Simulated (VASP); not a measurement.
OSZICAR of a VASP run on Ru (hcp):

File OSZICAR:
```
       N       E                     dE             d eps       ncg     rms          rms(c)
DAV:   1     0.245321606879E+03    0.24532E+03   -0.15851E+04  4354   0.143E+03
DAV:   2    -0.141772561712E+02   -0.25950E+03   -0.25424E+03  4606   0.446E+02
DAV:   3    -0.197470492800E+02   -0.55698E+01   -0.54278E+01  4536   0.703E+01
DAV:   4    -0.198051529149E+02   -0.58104E-01   -0.58062E-01  5362   0.634E+00
DAV:   5    -0.198060387533E+02   -0.88584E-03   -0.88581E-03  4664   0.669E-01    0.176E+01
DAV:   6    -0.185518853185E+02    0.12542E+01   -0.33601E+00  4364   0.192E+01    0.465E+00
DAV:   7    -0.184663253772E+02    0.85560E-01   -0.26586E-01  4424   0.489E+00    0.110E+00
DAV:   8    -0.184579644039E+02    0.83610E-02   -0.69412E-03  4412   0.987E-01    0.188E-01
DAV:   9    -0.184579511340E+02    0.13270E-04   -0.50752E-04  5598   0.238E-01    0.479E-02
DAV:  10    -0.184579562650E+02   -0.51310E-05   -0.16554E-05  4658   0.419E-02    0.190E-02
DAV:  11    -0.184579626431E+02   -0.63780E-05   -0.10098E-06  2962   0.966E-03    0.226E-03
DAV:  12    -0.184579626067E+02    0.36336E-07   -0.64137E-08  2194   0.215E-03
   1 F= -.18457963E+02 E0= -.18457493E+02  d E =-.140816E-02
```

Question: Which electronic solver shows in the log?

Answer: It is blocked Davidson (ALGO = Normal, or the opening steps of other solvers). The INCAR had ALGO = Normal.

Question: Can the final energy be trusted as converged?

Answer: The calculation finished and met its thresholds. It stopped with EDIFF = 1E-6, NELM = 100 (PBE GGA, plane waves, VASP's PBE PAW potentials (set 64)).

The compound is Ru in the hcp structure. The cell was not relaxed at this level. The run is one of a series of settings (LREAL = Auto against the base run), some of them coarse on purpose.
